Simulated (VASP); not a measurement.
A convergence study with VASP on AlN (zinc blende): one setting is varied, all else stays as given below, so the limit is that of these other settings. Each run relaxes cell and ions from the cell shown. The basis is that of the starting cell, so low cut-offs carry a Pulay error.

```
CELL_PARAMETERS angstrom
      0.00000     2.19000     2.19000
      2.19000     0.00000     2.19000
      2.19000     2.19000     0.00000
ATOMIC_POSITIONS crystal
  Al 0.00000 0.00000 0.00000
  N  0.25000 0.25000 0.25000
```

Method: PBEsol GGA, VASP's PBE PAW potentials (set 64) (plane waves; VASP). The tightest run used: 800 eV cut-off, 9×9×9 Γ-centred mesh, Gaussian smearing of 0.050 eV, potentials Al N.

Gaps are read on the run's mesh, which can miss a band edge.

### Question
The settings run are ENCUT = 250; ENCUT = 300; ENCUT = 350; ENCUT = 400; ENCUT = 450; ENCUT = 500; ENCUT = 550; ENCUT = 600; ENCUT = 650; ENCUT = 700; ENCUT = 750; ENCUT = 800. From which on does the relaxed volume stay within 0.05 Å³/atom of the tightest run?…

### Answer
From ENCUT = 450 on: it is off by 0.039 there and by no more than 0.05 in any finer run, while ENCUT = 400 is off by 0.161.
```csv
setting,relaxed volume (Å³/atom),E (eV/atom),gap on the mesh (eV),plane waves,difference judged (Å³/atom)
ENCUT = 250,9.182,-7.9765,3.314,198,1.305
ENCUT = 300,9.726,-7.8476,3.413,265,0.760
ENCUT = 350,10.088,-7.8099,3.408,331,0.398
ENCUT = 400,10.325,-7.8077,3.378,389,0.161
ENCUT = 450,10.447,-7.8074,3.370,469,0.039
ENCUT = 500,10.483,-7.8059,3.368,543,0.003
ENCUT = 550,10.484,-7.8058,3.368,624,0.002
ENCUT = 600,10.479,-7.8065,3.369,725,0.008
ENCUT = 650,10.477,-7.8075,3.369,809,0.010
ENCUT = 700,10.479,-7.8082,3.369,899,0.008
ENCUT = 750,10.483,-7.8087,3.369,1002,0.004
ENCUT = 800,10.486,-7.8090,3.369,1091,0.000
```

Left out are rungs that failed or repeat a setting and relaxations that didn't move; long series are thinned to 24 rows.

The compound is AlN in the zinc blende structure, a metastable form; wurtzite is the usual one.
